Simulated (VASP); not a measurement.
**RPA total energies of SiC (Moissanite 3C)**

How do cheaper functionals compare with the RPA for SiC (Moissanite 3C), and at what cost? The scan starts from a database cell, scaled to the smallest volume of the series. The cell is of the zinc-blende type, one of the forms listed for this formula. The start is a cell from a database of measured crystal structures.

Calculated with VASP 6.6.1; PBE; plane waves and PAW (Si_GW, C_GW), in the first sound run; inputs show where later runs differ.

This is a report of a sequence of runs, with most program output left out.

## (1) Starting point

The structure is cubic, space group F-43m (No. 216). Conventional cell: a = 4.269 Å, b = 4.269 Å, c = 4.269 Å, α = 90.00°, β = 90.00°, γ = 90.00°. Nearest to Si lie 4 C at 1.85 Å. Nearest to C lie 4 Si at 1.85 Å. Farther neighbours are not listed.

## (2) Orbitals, volume ratio 0.94

RPA gives no stress here, so the energy is scanned over volumes, at one cutoff and mesh. Volumes are given as ratios to a reference cell, and this first cell is that cell scaled to 0.94. Each point starts from PBE orbitals, tightly converged.

Input file INCAR:

```
SYSTEM = SiC
PREC = Accurate
ENCUT = 560
EDIFF = 1E-08
NELM = 100
ISMEAR = 0
SIGMA = 0.05
LREAL = .FALSE.
ALGO = Normal
GGA = PE
NBANDS = 10
LORBIT = 11
LWAVE = .TRUE.
LCHARG = .FALSE.
KPAR = 8
```

Input file POSCAR:

```
SiC
1.0
    0.0000000000      2.1345181309      2.1345181309
    2.1345181309      0.0000000000      2.1345181309
    2.1345181309      2.1345181309      0.0000000000
Si C
1 1
Direct
    0.0000000000      0.0000000000      0.0000000000
    0.7500000000      0.7500000000      0.7500000000
```

Input file KPOINTS:

```
Automatic mesh
0
Gamma
6 6 6
0 0 0
```

PAW data sets: Si_GW and C_GW (PBE family, release 64).

Started as:

```console
> mpirun -np 8 vasp_std
```

Wall time 1.8 s (8 MPI ranks of Intel Xeon Platinum 8124M at 3.00GHz (Skylake/Cascade Lake), shared host); peak memory 1.1 GiB; 11 s of CPU time.

The gap is read on the k-mesh alone, so it is an upper bound where the band edges lie off the mesh.

A gap read on the k-mesh alone can miss the band edges.

Numbers from this step:

```
free energy (TOTEN)            : -14.96 eV
Fermi energy                   : 8.731 eV
pressure                       : 19.14 GPa
gap on the k-mesh              : 1.293 eV
least direct gap on the k-mesh : 4.602 eV
```

## (3) Exact exchange, volume ratio 0.94

This step: Hartree-Fock energy on PBE orbitals; plane waves and PAW (Si_GW, C_GW) (VASP 6.6.1).

The Hartree-Fock energy is evaluated once on these orbitals (ALGO = Eigenval, NELM = 1), without letting them relax. It uses the mesh of the correlation step, and the total energy is their sum.

Input file INCAR:

```
SYSTEM = SiC
PREC = Accurate
ENCUT = 560
ISMEAR = 0
SIGMA = 0.05
LREAL = .FALSE.
GGA = PE
NBANDS = 10
ALGO = Eigenval
NELM = 1
LHFCALC = .TRUE.
AEXX = 1
ALDAC = 0
AGGAC = 0
PRECFOCK = Normal
LWAVE = .FALSE.
LCHARG = .FALSE.
```

POSCAR is that of step 2.

KPOINTS is that of step 2.

The run starts from files that an earlier step left in the folder.

Started as:

```console
> mpirun -np 8 vasp_std
```

The job ended after 20 s (8 MPI ranks; peak memory 0.92 GiB; 2.6 min of CPU time).

Numbers from this step:

```
free energy (TOTEN) : -25.08 eV
```

The Hartree-Fock energy on these orbitals is -12.5420 eV an atom.

## (4) Empty bands, volume ratio 0.94

This step: PBE; plane waves and PAW (Si_GW, C_GW) (VASP 6.6.1).

ALGO = Exact makes the empty bands from the converged ground state in one step. LOPTICS writes the k-derivatives of the orbitals (WAVEDER), which give the long-wavelength limit of the screening.

Input file INCAR:

```
SYSTEM = SiC
PREC = Accurate
ENCUT = 560
ISMEAR = 0
SIGMA = 0.05
LREAL = .FALSE.
GGA = PE
NBANDS = 592
ALGO = Exact
NELM = 1
LWAVE = .TRUE.
LCHARG = .FALSE.
LOPTICS = .TRUE.
NEDOS = 1000
CSHIFT = 0.1
```

POSCAR is that of step 3.

KPOINTS is that of step 3.

Started as:

```console
> mpirun -np 8 vasp_std
```

It took 4 s on 8 MPI ranks; peak memory 1.1 GiB; 28 s of CPU time.

WAVECAR now holds 592 bands for 8 electrons. Its independent-particle dielectric tensor has xx, yy, zz = 7.7, 7.7, 7.7 on this mesh, which isn't tested for convergence in mesh or bands and lacks local fields.

## (5) RPA correlation, volume ratio 0.94

This step: RPA correlation on PBE orbitals; plane waves and PAW (Si_GW, C_GW) (VASP 6.6.1).

The RPA correlation energy follows from the response function on imaginary frequencies; VASP computes it for a row of response cutoffs and extrapolates.

Input file INCAR:

```
SYSTEM = SiC
PREC = Accurate
ENCUT = 560
ISMEAR = 0
SIGMA = 0.05
LREAL = .FALSE.
GGA = PE
NBANDS = 592
ALGO = ACFDT
ENCUTGW = 200
NOMEGA = 12
PRECFOCK = Fast
LWAVE = .FALSE.
LCHARG = .FALSE.
```

POSCAR is that of step 4.

KPOINTS is that of step 4.

Started as:

```console
> mpirun -np 8 vasp_std
```

Run time: 88 s. Hardware: 8 MPI ranks; peak memory 2.6 GiB; 12 min of CPU time.

Numbers from this step:

```
RPA correlation energy : -13.06 eV
```

Extrapolated by the program to an infinite response cutoff, the correlation energy is -6.5280 eV an atom. With exact exchange the total is -19.0700 eV an atom.

## (6) Comparison: r2SCAN, volume ratio 0.94

This step: r2SCAN; plane waves and PAW (Si_GW, C_GW) (VASP 6.6.1).

For comparison the same cell is computed with r2SCAN.

Input file INCAR:

```
SYSTEM = SiC
PREC = Accurate
ENCUT = 560
EDIFF = 1E-06
NELM = 100
ISMEAR = 0
SIGMA = 0.05
LREAL = .FALSE.
ALGO = Normal
METAGGA = R2SCAN
LASPH = .TRUE.
NBANDS = 10
LWAVE = .FALSE.
LCHARG = .FALSE.
KPAR = 8
```

POSCAR is that of step 5.

KPOINTS is that of step 5.

Started as:

```console
> mpirun -np 8 vasp_std
```

The job ended after 5.4 s (8 MPI ranks; peak memory 1.1 GiB).

The PAW data sets were made with PBE, which is usual practice but a small mismatch for other functionals.

Numbers from this step:

| Item | Value |
| --- | --- |
| free energy (TOTEN) | -19.27 eV |
| Fermi energy | 8.544 eV |
| pressure | 15.23 GPa |
| gap on the k-mesh | 1.681 eV |
| least direct gap on the k-mesh | 5.136 eV |

Its energy is -9.6370 eV an atom, on a zero of its own.

## (7) Orbitals for comparison: HSE06, volume ratio 0.94

This step: PBE; plane waves and PAW (Si_GW, C_GW) (VASP 6.6.1).

A hybrid converges faster from good orbitals, so a cheap PBE run writes WAVECAR first.

Input file INCAR:

```
SYSTEM = SiC
PREC = Accurate
ENCUT = 560
EDIFF = 1E-05
NELM = 100
ISMEAR = 0
SIGMA = 0.05
LREAL = .FALSE.
ALGO = Normal
GGA = PE
NBANDS = 10
LORBIT = 11
LWAVE = .TRUE.
LCHARG = .FALSE.
KPAR = 8
```

POSCAR is that of step 6.

KPOINTS is that of step 6.

Started as:

```console
> mpirun -np 8 vasp_std
```

The job ended after 1.8 s (8 MPI ranks; peak memory 1.1 GiB).

This step gave:

| Item | Value |
| --- | --- |
| free energy (TOTEN) | -14.96 eV |
| Fermi energy | 8.731 eV |
| pressure | 19.16 GPa |
| gap on the k-mesh | 1.293 eV |
| least direct gap on the k-mesh | 4.603 eV |

The run ends at a pressure of 19.16 GPa.

## (8) Comparison: HSE06, volume ratio 0.94

This step: HSE06; plane waves and PAW (Si_GW, C_GW) (VASP 6.6.1).

For comparison the same cell is computed with HSE06.

Input file INCAR:

```
SYSTEM = SiC
PREC = Accurate
ENCUT = 560
EDIFF = 1E-06
NELM = 100
ISMEAR = 0
SIGMA = 0.05
LREAL = .FALSE.
ALGO = Normal
LHFCALC = .TRUE.
AEXX = 0.25
GGA = PE
HFSCREEN = 0.2
LASPH = .TRUE.
NBANDS = 10
PRECFOCK = Fast
LWAVE = .FALSE.
LCHARG = .FALSE.
KPAR = 8
```

POSCAR is that of step 7.

KPOINTS is that of step 7.

The run starts from files that an earlier step left in the folder.

Started as:

```console
> mpirun -np 8 vasp_std
```

The job ended after 23 s (8 MPI ranks; peak memory 1.8 GiB; 3 min of CPU time).

Numbers from this step:

```yaml
free_energy_toten: -17.39 eV
fermi_energy: 8.052 eV
gap_on_the_k_mesh: 2.213 eV
least_direct_gap_on_the_k_mesh: 5.836 eV
```

Its energy is -8.6944 eV an atom, on a zero of its own.

## (9) Orbitals, volume ratio 0.97

This step: PBE; plane waves and PAW (Si_GW, C_GW) (VASP 6.6.1).

The same chain follows at a volume ratio of 0.97.

Input file INCAR:

```
SYSTEM = SiC
PREC = Accurate
ENCUT = 560
EDIFF = 1E-08
NELM = 100
ISMEAR = 0
SIGMA = 0.05
LREAL = .FALSE.
ALGO = Normal
GGA = PE
NBANDS = 10
LORBIT = 11
LWAVE = .TRUE.
LCHARG = .FALSE.
KPAR = 8
```

Input file POSCAR:

```
SiC
1.0
    0.0000000000      2.1569883941      2.1569883941
    2.1569883941      0.0000000000      2.1569883941
    2.1569883941      2.1569883941      0.0000000000
Si C
1 1
Direct
    0.0000000000      0.0000000000      0.0000000000
    0.7500000000      0.7500000000      0.7500000000
```

KPOINTS is that of step 8.

Started as:

```console
> mpirun -np 8 vasp_std
```

Run time: 1.8 s. Hardware: 8 MPI ranks; peak memory 1.1 GiB.

The run ends at a pressure of 10.69 GPa.

## (10) Exact exchange, volume ratio 0.97

This step: Hartree-Fock energy on PBE orbitals; plane waves and PAW (Si_GW, C_GW) (VASP 6.6.1).

Exact exchange at this point.

Input file INCAR:

```
SYSTEM = SiC
PREC = Accurate
ENCUT = 560
ISMEAR = 0
SIGMA = 0.05
LREAL = .FALSE.
GGA = PE
NBANDS = 10
ALGO = Eigenval
NELM = 1
LHFCALC = .TRUE.
AEXX = 1
ALDAC = 0
AGGAC = 0
PRECFOCK = Normal
LWAVE = .FALSE.
LCHARG = .FALSE.
```

POSCAR is that of step 9.

KPOINTS is that of step 9.

The WAVECAR or CHGCAR of an earlier step is read.

Started as:

```console
> mpirun -np 8 vasp_std
```

It took 19 s on 8 MPI ranks; peak memory 0.92 GiB.

The Hartree-Fock energy on these orbitals is -12.5644 eV an atom.

## (11) Empty bands, volume ratio 0.97

This step: PBE; plane waves and PAW (Si_GW, C_GW) (VASP 6.6.1).

The empty bands are made again, for the run that follows.

Input file INCAR:

```
SYSTEM = SiC
PREC = Accurate
ENCUT = 560
ISMEAR = 0
SIGMA = 0.05
LREAL = .FALSE.
GGA = PE
NBANDS = 616
ALGO = Exact
NELM = 1
LWAVE = .TRUE.
LCHARG = .FALSE.
LOPTICS = .TRUE.
NEDOS = 1000
CSHIFT = 0.1
```

POSCAR is that of step 10.

KPOINTS is that of step 10.

Started as:

```console
> mpirun -np 8 vasp_std
```

The job ended after 4.2 s (8 MPI ranks; peak memory 1.1 GiB).

WAVECAR now holds 616 bands for 8 electrons.

## (12) RPA correlation, volume ratio 0.97

This step: RPA correlation on PBE orbitals; plane waves and PAW (Si_GW, C_GW) (VASP 6.6.1).

RPA correlation at this point.

Input file INCAR:

```
SYSTEM = SiC
PREC = Accurate
ENCUT = 560
ISMEAR = 0
SIGMA = 0.05
LREAL = .FALSE.
GGA = PE
NBANDS = 616
ALGO = ACFDT
ENCUTGW = 200
NOMEGA = 12
PRECFOCK = Fast
LWAVE = .FALSE.
LCHARG = .FALSE.
```

POSCAR is that of step 11.

KPOINTS is that of step 11.

Started as:

```console
> mpirun -np 8 vasp_std
```

The job ended after 85 s (8 MPI ranks; peak memory 2.7 GiB; 11 min of CPU time).

Extrapolated by the program to an infinite response cutoff, the correlation energy is -6.5316 eV an atom, -4 meV against the point before. With exact exchange the total is -19.0961 eV an atom.

## (13) Comparison: r2SCAN, volume ratio 0.97

This step: r2SCAN; plane waves and PAW (Si_GW, C_GW) (VASP 6.6.1).

The comparison at this point.

Input file INCAR:

```
SYSTEM = SiC
PREC = Accurate
ENCUT = 560
EDIFF = 1E-06
NELM = 100
ISMEAR = 0
SIGMA = 0.05
LREAL = .FALSE.
ALGO = Normal
METAGGA = R2SCAN
LASPH = .TRUE.
NBANDS = 10
LWAVE = .FALSE.
LCHARG = .FALSE.
KPAR = 8
```

POSCAR is that of step 12.

KPOINTS is that of step 12.

Started as:

```console
> mpirun -np 8 vasp_std
```

The job ended after 5.2 s (8 MPI ranks; peak memory 1.1 GiB).

Its energy is -9.6583 eV an atom, on a zero of its own.

## (14) Orbitals for comparison: HSE06, volume ratio 0.97

This step: PBE; plane waves and PAW (Si_GW, C_GW) (VASP 6.6.1).

Starting orbitals, as before.

Input file INCAR:

```
SYSTEM = SiC
PREC = Accurate
ENCUT = 560
EDIFF = 1E-05
NELM = 100
ISMEAR = 0
SIGMA = 0.05
LREAL = .FALSE.
ALGO = Normal
GGA = PE
NBANDS = 10
LORBIT = 11
LWAVE = .TRUE.
LCHARG = .FALSE.
KPAR = 8
```

POSCAR is that of step 13.

KPOINTS is that of step 13.

Started as:

```console
> mpirun -np 8 vasp_std
```

It took 1.6 s on 8 MPI ranks; peak memory 1.1 GiB; 9.1 s of CPU time.

The run ends at a pressure of 10.71 GPa.

## (15) Comparison: HSE06, volume ratio 0.97

This step: HSE06; plane waves and PAW (Si_GW, C_GW) (VASP 6.6.1).

Input file INCAR:

```
SYSTEM = SiC
PREC = Accurate
ENCUT = 560
EDIFF = 1E-06
NELM = 100
ISMEAR = 0
SIGMA = 0.05
LREAL = .FALSE.
ALGO = Normal
LHFCALC = .TRUE.
AEXX = 0.25
GGA = PE
HFSCREEN = 0.2
LASPH = .TRUE.
NBANDS = 10
PRECFOCK = Fast
LWAVE = .FALSE.
LCHARG = .FALSE.
KPAR = 8
```

POSCAR is that of step 14.

KPOINTS is that of step 14.

The run starts from files that an earlier step left in the folder.

Started as:

```console
> mpirun -np 8 vasp_std
```

Elapsed: 23 s, on 8 MPI ranks; peak memory 1.8 GiB.

Its energy is -8.7137 eV an atom, on a zero of its own.

## (16) Orbitals, volume ratio 1

This step: PBE; plane waves and PAW (Si_GW, C_GW) (VASP 6.6.1).

The same chain follows at a volume ratio of 1.

Input file INCAR:

```
SYSTEM = SiC
PREC = Accurate
ENCUT = 560
EDIFF = 1E-08
NELM = 100
ISMEAR = 0
SIGMA = 0.05
LREAL = .FALSE.
ALGO = Normal
GGA = PE
NBANDS = 10
LORBIT = 11
LWAVE = .TRUE.
LCHARG = .FALSE.
KPAR = 8
```

Input file POSCAR:

```
SiC
1.0
    0.0000000000      2.1790000000      2.1790000000
    2.1790000000      0.0000000000      2.1790000000
    2.1790000000      2.1790000000      0.0000000000
Si C
1 1
Direct
    0.0000000000      0.0000000000      0.0000000000
    0.7500000000      0.7500000000      0.7500000000
```

KPOINTS is that of step 15.

Started as:

```console
> mpirun -np 8 vasp_std
```

Wall time 1.8 s (8 MPI ranks); peak memory 1.1 GiB; 10 s of CPU time.

The run ends at a pressure of 3.38 GPa.

## (17) Exact exchange, volume ratio 1

This step: Hartree-Fock energy on PBE orbitals; plane waves and PAW (Si_GW, C_GW) (VASP 6.6.1).

Input file INCAR:

```
SYSTEM = SiC
PREC = Accurate
ENCUT = 560
ISMEAR = 0
SIGMA = 0.05
LREAL = .FALSE.
GGA = PE
NBANDS = 10
ALGO = Eigenval
NELM = 1
LHFCALC = .TRUE.
AEXX = 1
ALDAC = 0
AGGAC = 0
PRECFOCK = Normal
LWAVE = .FALSE.
LCHARG = .FALSE.
```

POSCAR is that of step 16.

KPOINTS is that of step 16.

The WAVECAR or CHGCAR of an earlier step is read.

Started as:

```console
> mpirun -np 8 vasp_std
```

Elapsed: 19 s, on 8 MPI ranks; peak memory 0.92 GiB; 2.5 min of CPU time.

The Hartree-Fock energy on these orbitals is -12.5702 eV an atom.

## (18) Empty bands, volume ratio 1

This step: PBE; plane waves and PAW (Si_GW, C_GW) (VASP 6.6.1).

Input file INCAR:

```
SYSTEM = SiC
PREC = Accurate
ENCUT = 560
ISMEAR = 0
SIGMA = 0.05
LREAL = .FALSE.
GGA = PE
NBANDS = 632
ALGO = Exact
NELM = 1
LWAVE = .TRUE.
LCHARG = .FALSE.
LOPTICS = .TRUE.
NEDOS = 1000
CSHIFT = 0.1
```

POSCAR is that of step 17.

KPOINTS is that of step 17.

Started as:

```console
> mpirun -np 8 vasp_std
```

Run time: 4.4 s. Hardware: 8 MPI ranks; peak memory 1.1 GiB.

WAVECAR now holds 632 bands for 8 electrons.

## (19) RPA correlation, volume ratio 1

This step: RPA correlation on PBE orbitals; plane waves and PAW (Si_GW, C_GW) (VASP 6.6.1).

Input file INCAR:

```
SYSTEM = SiC
PREC = Accurate
ENCUT = 560
ISMEAR = 0
SIGMA = 0.05
LREAL = .FALSE.
GGA = PE
NBANDS = 632
ALGO = ACFDT
ENCUTGW = 200
NOMEGA = 12
PRECFOCK = Fast
LWAVE = .FALSE.
LCHARG = .FALSE.
```

POSCAR is that of step 18.

KPOINTS is that of step 18.

Started as:

```console
> mpirun -np 8 vasp_std
```

Wall time 99 s (8 MPI ranks); peak memory 2.8 GiB; 12 min of CPU time.

Extrapolated by the program to an infinite response cutoff, the correlation energy is -6.5363 eV an atom, -5 meV against the point before. With exact exchange the total is -19.1065 eV an atom.

## (20) Comparison: r2SCAN, volume ratio 1

This step: r2SCAN; plane waves and PAW (Si_GW, C_GW) (VASP 6.6.1).

Input file INCAR:

```
SYSTEM = SiC
PREC = Accurate
ENCUT = 560
EDIFF = 1E-06
NELM = 100
ISMEAR = 0
SIGMA = 0.05
LREAL = .FALSE.
ALGO = Normal
METAGGA = R2SCAN
LASPH = .TRUE.
NBANDS = 10
LWAVE = .FALSE.
LCHARG = .FALSE.
KPAR = 8
```

POSCAR is that of step 19.

KPOINTS is that of step 19.

Started as:

```console
> mpirun -np 8 vasp_std
```

Wall time 6 s (8 MPI ranks); peak memory 1.1 GiB.

Its energy is -9.6643 eV an atom, on a zero of its own.

## (21) Orbitals for comparison: HSE06, volume ratio 1

This step: PBE; plane waves and PAW (Si_GW, C_GW) (VASP 6.6.1).

Input file INCAR:

```
SYSTEM = SiC
PREC = Accurate
ENCUT = 560
EDIFF = 1E-05
NELM = 100
ISMEAR = 0
SIGMA = 0.05
LREAL = .FALSE.
ALGO = Normal
GGA = PE
NBANDS = 10
LORBIT = 11
LWAVE = .TRUE.
LCHARG = .FALSE.
KPAR = 8
```

POSCAR is that of step 20.

KPOINTS is that of step 20.

Started as:

```console
> mpirun -np 8 vasp_std
```

The job ended after 2 s (8 MPI ranks; peak memory 1.1 GiB; 9.6 s of CPU time).

The run ends at a pressure of 3.40 GPa.

## (22) Comparison: HSE06, volume ratio 1

This step: HSE06; plane waves and PAW (Si_GW, C_GW) (VASP 6.6.1).

Input file INCAR:

```
SYSTEM = SiC
PREC = Accurate
ENCUT = 560
EDIFF = 1E-06
NELM = 100
ISMEAR = 0
SIGMA = 0.05
LREAL = .FALSE.
ALGO = Normal
LHFCALC = .TRUE.
AEXX = 0.25
GGA = PE
HFSCREEN = 0.2
LASPH = .TRUE.
NBANDS = 10
PRECFOCK = Fast
LWAVE = .FALSE.
LCHARG = .FALSE.
KPAR = 8
```

POSCAR is that of step 21.

KPOINTS is that of step 21.

The run starts from files that an earlier step left in the folder.

Started as:

```console
> mpirun -np 8 vasp_std
```

Elapsed: 28 s, on 8 MPI ranks; peak memory 1.8 GiB; 3 min of CPU time.

Its energy is -8.7178 eV an atom, on a zero of its own.

## (23) Orbitals, volume ratio 1.03

This step: PBE; plane waves and PAW (Si_GW, C_GW) (VASP 6.6.1).

The same chain follows at a volume ratio of 1.03.

Input file INCAR:

```
SYSTEM = SiC
PREC = Accurate
ENCUT = 560
EDIFF = 1E-08
NELM = 100
ISMEAR = 0
SIGMA = 0.05
LREAL = .FALSE.
ALGO = Normal
GGA = PE
NBANDS = 10
LORBIT = 11
LWAVE = .TRUE.
LCHARG = .FALSE.
KPAR = 8
```

Input file POSCAR:

```
SiC
1.0
    0.0000000000      2.2005756606      2.2005756606
    2.2005756606      0.0000000000      2.2005756606
    2.2005756606      2.2005756606      0.0000000000
Si C
1 1
Direct
    0.0000000000      0.0000000000      0.0000000000
    0.7500000000      0.7500000000      0.7500000000
```

KPOINTS is that of step 22.

Started as:

```console
> mpirun -np 8 vasp_std
```

The job ended after 2.2 s (8 MPI ranks; peak memory 1.1 GiB; 11 s of CPU time).

The run ends at a pressure of -2.94 GPa.

## (24) Exact exchange, volume ratio 1.03

This step: Hartree-Fock energy on PBE orbitals; plane waves and PAW (Si_GW, C_GW) (VASP 6.6.1).

Input file INCAR:

```
SYSTEM = SiC
PREC = Accurate
ENCUT = 560
ISMEAR = 0
SIGMA = 0.05
LREAL = .FALSE.
GGA = PE
NBANDS = 10
ALGO = Eigenval
NELM = 1
LHFCALC = .TRUE.
AEXX = 1
ALDAC = 0
AGGAC = 0
PRECFOCK = Normal
LWAVE = .FALSE.
LCHARG = .FALSE.
```

POSCAR is that of step 23.

KPOINTS is that of step 23.

The WAVECAR or CHGCAR of an earlier step is read.

Started as:

```console
> mpirun -np 8 vasp_std
```

Wall time 32 s (8 MPI ranks); peak memory 0.93 GiB; 3.3 min of CPU time.

The Hartree-Fock energy on these orbitals is -12.5614 eV an atom.

## (25) Empty bands, volume ratio 1.03

This step: PBE; plane waves and PAW (Si_GW, C_GW) (VASP 6.6.1).

Input file INCAR:

```
SYSTEM = SiC
PREC = Accurate
ENCUT = 560
ISMEAR = 0
SIGMA = 0.05
LREAL = .FALSE.
GGA = PE
NBANDS = 648
ALGO = Exact
NELM = 1
LWAVE = .TRUE.
LCHARG = .FALSE.
LOPTICS = .TRUE.
NEDOS = 1000
CSHIFT = 0.1
```

POSCAR is that of step 24.

KPOINTS is that of step 24.

Started as:

```console
> mpirun -np 8 vasp_std
```

The job ended after 6.2 s (8 MPI ranks; peak memory 1.1 GiB; 36 s of CPU time).

WAVECAR now holds 648 bands for 8 electrons.

## (26) RPA correlation, volume ratio 1.03

This step: RPA correlation on PBE orbitals; plane waves and PAW (Si_GW, C_GW) (VASP 6.6.1).

Input file INCAR:

```
SYSTEM = SiC
PREC = Accurate
ENCUT = 560
ISMEAR = 0
SIGMA = 0.05
LREAL = .FALSE.
GGA = PE
NBANDS = 648
ALGO = ACFDT
ENCUTGW = 200
NOMEGA = 12
PRECFOCK = Fast
LWAVE = .FALSE.
LCHARG = .FALSE.
```

POSCAR is that of step 25.

KPOINTS is that of step 25.

Started as:

```console
> mpirun -np 8 vasp_std
```

It took 1.9 min on 8 MPI ranks; peak memory 2.9 GiB; 13 min of CPU time.

Extrapolated by the program to an infinite response cutoff, the correlation energy is -6.5422 eV an atom, -6 meV against the point before. With exact exchange the total is -19.1037 eV an atom.

(Part 1 of 2 ends here.)

[Lines on the potential files, build, host, timing and source positions are cut from VASP's logs without a mark.]

[Logs are printed without paths, hosts, clocks, repeated set-up lines and the standing remarks that a program may print on its own settings, such as how far it seeks lower states.]

[Hosts, paths, dates, database ids (printed as entryN), source tags and the programs' standing remarks are cut or masked in the printed files.]

[Pressures printed for these runs are not shown converged in the cutoff: they can be off by several GPa and have the wrong sign.]
